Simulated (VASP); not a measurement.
VASP ran on this input.

INCAR:
```
SYSTEM = Ag
PREC = Accurate
ENCUT = 400
EDIFF = 1E-6
NELM = 100
ALGO = Normal
LREAL = .FALSE.
LASPH = .TRUE.
ISMEAR = 1
SIGMA = 0.1
GGA = PE
LMAXMIX = 4
LWAVE = .FALSE.
LCHARG = .FALSE.
ISIF = 2
IBRION = 0
NSW = 3
TEBEG = 300
```

POSCAR:
```
Ag
1
    2.6757320000     0.0000000000     0.0000000000
    0.0000000000     2.6757320000     0.0000000000
    0.0000000000     0.0000000000     2.6757320000
Ag
1
Direct
  0.0000000000   0.0000000000   0.0000000000
```

File KPOINTS:
```
Automatic mesh
0
Gamma
10 10 10
0 0 0
```

POTCAR, in this order: Ag (PBE.64 set). Program: vasp_std.

Output of the run:

standard output:
```
 POSCAR found type information on POSCAR Ag
 POSCAR found :  1 types and       1 ions
 Reading from existing POTCAR

 -----------------------------------------------------------------------------
|                                                                             |
|     EEEEEEE  RRRRRR   RRRRRR   OOOOOOO  RRRRRR      ###     ###     ###     |
|     E        R     R  R     R  O     O  R     R     ###     ###     ###     |
|     E        R     R  R     R  O     O  R     R     ###     ###     ###     |
|     EEEEE    RRRRRR   RRRRRR   O     O  RRRRRR       #       #       #      |
|     E        R   R    R   R    O     O  R   R                               |
|     E        R    R   R    R   O     O  R    R      ###     ###     ###     |
|     EEEEEEE  R     R  R     R  OOOOOOO  R     R     ###     ###     ###     |
|                                                                             |
|     Fatal error! IBRION=0, but no entry for POTIM on file INCAR. MUST       |
|     be specified!                                                           |
|                                                                             |
|       ---->  I REFUSE TO CONTINUE WITH THIS SICK JOB ... BYE!!! <----       |
|                                                                             |
 -----------------------------------------------------------------------------
```

Read the log: what went wrong, and how is it fixed?

The cause: molecular dynamics (IBRION = 0) was asked for without POTIM. VASP stops with an error: Fatal error! IBRION=0, but no entry for POTIM on file INCAR. MUST be specified! ----> I REFUSE TO CONTINUE WITH THIS SICK JOB ... BYE!!! <---- To mend it, set POTIM to the time step in fs (1 to 2 fs suits most solids). The plain static run on this cell (PBE GGA, plane waves, VASP's PBE PAW potentials (set 64)) converges, and its OSZICAR ends with
```
   1 F= -.23518707E+01 E0= -.23515041E+01  d E =-.110000E-02
```

The structure was generated: Ag was put into the simple-cubic type (Pm-3m), which need not be its known phase. The cell was not relaxed at this level.
